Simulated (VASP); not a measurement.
Input of a VASP 6.6.1 run:

File INCAR:

```
PREC     = Accurate       # precision mode
ENCUT    = 520            # plane-wave cutoff, eV
EDIFF    = 1E-6           # SCF threshold, eV
ISMEAR   = 0              # smearing method
SIGMA    = 0.03           # smearing width, eV
LREAL    = False          # projectors in reciprocal space
LASPH    = True           # aspherical terms in the spheres
NELM     = 120            # most SCF steps
ALGO     = Normal         # electronic algorithm
ISIF     = 3              # what is computed and relaxed
LWAVE    = False          # write WAVECAR
LCHARG   = False          # write CHGCAR
GGA      = PE             # functional
IBRION   = 2              # ionic algorithm
NSW      = 90             # ionic steps
EDIFFG   = -0.01          # ionic threshold
KPAR     = 4
```

The input KPOINTS:

```
regular mesh
0
Gamma
  6 6 6
```

POSCAR

```
Be3CdSe4
1.0
   -2.7220000000      2.7220000000      5.4020000000
    2.7220000000     -2.7220000000      5.4020000000
    2.7220000000      2.7220000000     -5.4020000000
Be Cd Se
3 1 4
Direct
    0.7500000000      0.2500000000      0.5000000000
    0.2500000000      0.7500000000      0.5000000000
    0.0000000000      0.0000000000      0.0000000000
    0.5000000000      0.5000000000      0.0000000000
    0.0838969300      0.0838969300      0.4423218200
    0.9161030700      0.3584248900      0.0000000000
    0.6415751100      0.6415751100      0.5576781800
    0.3584248900      0.9161030700      0.0000000000
```

Potentials or basis: VASP PAW PBE potentials, release 64 (Be, Cd, Se).

The run is started by

```console
$ cat potpaw_PBE.64/Be/POTCAR potpaw_PBE.64/Cd/POTCAR potpaw_PBE.64/Se/POTCAR > POTCAR
$ mpirun -np 4 vasp_std > vasp.out
```

**Question.** Estimate the band gap on the k mesh.

**Answer.** 2.59 eV, direct.

**Question.** Estimate the relaxed volume.

**Answer.** 20.03 Å³/atom.

**Question.** Predict the relaxed cell.

**Answer.** a = 6.617 Å, b = 6.617 Å, c = 6.617 Å, α = 131.25°, β = 131.25°, γ = 71.41°.

Final structure:
```yaml
crystal:
  lattice:
    - [-2.73070, 2.73070, 5.37288]
    - [2.73070, -2.73070, 5.37288]
    - [2.73070, 2.73070, -5.37288]
  atoms:
    - { symbol: Be, position: [0.75000, 0.25000, 0.50000] }
    - { symbol: Be, position: [0.25000, 0.75000, 0.50000] }
    - { symbol: Be, position: [0.00000, 0.00000, 0.00000] }
    - { symbol: Cd, position: [0.50000, 0.50000, 0.00000] }
    - { symbol: Se, position: [0.08387, 0.08387, 0.44172] }
    - { symbol: Se, position: [0.91613, 0.35785, 0.00000] }
    - { symbol: Se, position: [0.64215, 0.64215, 0.55828] }
    - { symbol: Se, position: [0.35785, 0.91613, 0.00000] }
```

A k mesh can miss the band edges.
